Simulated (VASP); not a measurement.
## SiO in VASP: convergence with k mesh

The system is SiO.

```
Si O
1.0
     2.80697    0.00000    0.00000
     0.00000    2.80697    0.00000
     0.00000    0.00000    2.80697
Si O
1 1
Direct
  0.00000 0.00000 0.00000
  0.50000 0.50000 0.50000
```

The cell was built by a generator and needn't be a form met in nature.

* Program: VASP 6.6.1
* Task: single point
* Functional: PBE
* Potentials or basis: VASP PAW PBE potentials, release 64 (Si_GW, O_GW)
* Cutoff: 600 eV
* k mesh: 2 × 2 × 2
* Occupations: gaussian, width 0.02 eV
* Spin: no spin polarisation

These are the settings of the first run; the series varies k mesh, with any setting tied to it.

Hardware: 1 thread of Intel(R) Xeon(R) Platinum 8488C (Sapphire Rapids), with other jobs on the host.

Task: The values tried are 2 × 2 × 2, 3 × 3 × 3, 4 × 4 × 4, 5 × 5 × 5, 7 × 7 × 7, 8 × 8 × 8, 11 × 11 × 11, 13 × 13 × 13, 15 × 15 × 15, loosest first. From which on does the gap on the mesh stay within 0.01 eV of the tightest run that finished?

Result: From 7 × 7 × 7 on.

```csv
k mesh,"energy less the tightest run, at zero smearing (meV/atom)",pressure (GPa),gap on the mesh (eV),SCF cycles,CPU time (s),peak memory (GiB)
2 × 2 × 2,209.67,4.56,0.057,13,2.1,0.12
3 × 3 × 3,6.01,2.42,2.687,15,2.3,0.13
4 × 4 × 4,11.53,0.25,0.000,16,3.2,0.13
5 × 5 × 5,23.18,2.32,0.271,16,3.2,0.13
7 × 7 × 7,5.26,-1.23,0.000,17,4.9,0.13
8 × 8 × 8,-0.13,-1.20,0.000,15,6.2,0.14
11 × 11 × 11,2.83,0.41,0.000,14,8.6,0.14
13 × 13 × 13,2.56,-0.47,0.000,15,15,0.15
15 × 15 × 15,0.00,-0.17,0.000,14,16,0.16
```

Not settled before the last step: the energy (to 1 meV/atom), the pressure (to 0.1 GPa). Meshes of other sizes hit other points, so gaps and Fermi surfaces needn't settle smoothly. The tightest run that finished is the yardstick and may itself not be fully converged.
